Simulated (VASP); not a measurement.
OSZICAR of a VASP run on MoSi₂ (MoSi2 type):

File OSZICAR:
```
       N       E                     dE             d eps       ncg     rms          rms(c)
DAV:   1     0.124038627983E+03    0.12404E+03   -0.11468E+04  4890   0.139E+03
DAV:   2    -0.207275874061E+02   -0.14477E+03   -0.14279E+03  6024   0.336E+02
DAV:   3    -0.239635875558E+02   -0.32360E+01   -0.32008E+01  6556   0.450E+01
DAV:   4    -0.239798644170E+02   -0.16277E-01   -0.16276E-01  5527   0.374E+00
DAV:   5    -0.239800073905E+02   -0.14297E-03   -0.14297E-03  6711   0.330E-01    0.206E+01
DAV:   6    -0.232269762616E+02    0.75303E+00   -0.80445E+00  5674   0.192E+01    0.432E+00
DAV:   7    -0.230888389144E+02    0.13814E+00   -0.12561E+00  5509   0.715E+00    0.428E+00
DAV:   8    -0.230557685519E+02    0.33070E-01   -0.12133E-01  5842   0.291E+00    0.457E-01
DAV:   9    -0.230551888467E+02    0.57971E-03   -0.23338E-03  6066   0.418E-01    0.246E-01
DAV:  10    -0.230551648006E+02    0.24046E-04   -0.79644E-04  5940   0.260E-01    0.558E-02
DAV:  11    -0.230551518197E+02    0.12981E-04   -0.30035E-04  5800   0.137E-01    0.442E-02
DAV:  12    -0.230551453567E+02    0.64630E-05   -0.31217E-05  5515   0.410E-02    0.113E-02
DAV:  13    -0.230551449177E+02    0.43892E-06   -0.16360E-06  3785   0.808E-03
   1 F= -.23055145E+02 E0= -.23054943E+02  d E =-.230551E+02
       N       E                     dE             d eps       ncg     rms          rms(c)
DAV:   1    -0.230557523549E+02   -0.60700E-03   -0.20724E-02  5205   0.141E+00    0.142E-01
DAV:   2    -0.230553464341E+02    0.40592E-03   -0.83809E-04  6122   0.246E-01    0.620E-02
DAV:   3    -0.230552458427E+02    0.10059E-03   -0.24431E-04  6179   0.121E-01    0.192E-02
DAV:   4    -0.230552400451E+02    0.57976E-05   -0.33987E-05  5968   0.450E-02    0.140E-02
DAV:   5    -0.230552399561E+02    0.89046E-07   -0.16506E-06  3892   0.972E-03
   2 F= -.23055240E+02 E0= -.23055051E+02  d E =-.950383E-04
```

Problem. Which electronic solver shows in the log?

Solution. It is blocked Davidson (ALGO = Normal, or the opening steps of other solvers). The INCAR had ALGO = Normal.

Problem. Can the final energy be trusted as converged?

Solution. The run converged. It stopped with EDIFF = 1E-6, NELM = 100, NSW = 60 and EDIFFG = -0.02 after 2 ionic steps (PW91 GGA, plane waves, VASP's PBE PAW potentials (set 64)).

The compound is MoSi2 in the MoSi2 type structure. This run relaxes it. Symmetry was kept, so distortions that lower it aren't found. The start is the result of an earlier pass.
